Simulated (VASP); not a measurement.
Data:

```
CELL_PARAMETERS angstrom
      3.65000     0.00000     0.00000
     -1.82500     3.16099     0.00000
      0.00000     0.00000    20.59500
ATOMIC_POSITIONS crystal
  Y  0.66667 0.33333 0.43044
  Y  0.33333 0.66667 0.29133
  Y  0.66667 0.33333 0.70867
  Y  0.33333 0.66667 0.56956
```

All values below come from PBE GGA, VASP's PBE PAW potentials (set 64) (plane waves; VASP 6.6.1). Run with 300 eV cut-off, 8×8×1 Γ-centred mesh, Gaussian smearing of 0.20 eV, potentials Y_sv.

The cell holds a wide vacuum, so values per volume refer to the whole cell.

Give the energies of bands 17 to 25 at the high-symmetry points, in eV from the Fermi level.

| band | Γ | M | K |
|---|---|---|---|
| 17 | -4.41 | -1.67 | -0.61 |
| 18 | -3.79 | -1.58 | -0.58 |
| 19 | -2.91 | -1.35 | -0.58 |
| 20 | -2.08 | -1.20 | -0.47 |
| 21 | 0.17 | -0.60 | -0.40 |
| 22 | 0.19 | -0.24 | -0.08 |
| 23 | 0.76 | -0.09 | -0.08 |
| 24 | 1.07 | 0.51 | 0.44 |
| 25 | 1.55 | 0.64 | 0.45 |

It has no gap at this level: it comes out as a metal or semimetal.

The cell is a sheet with vacuum, built from a generated structure.
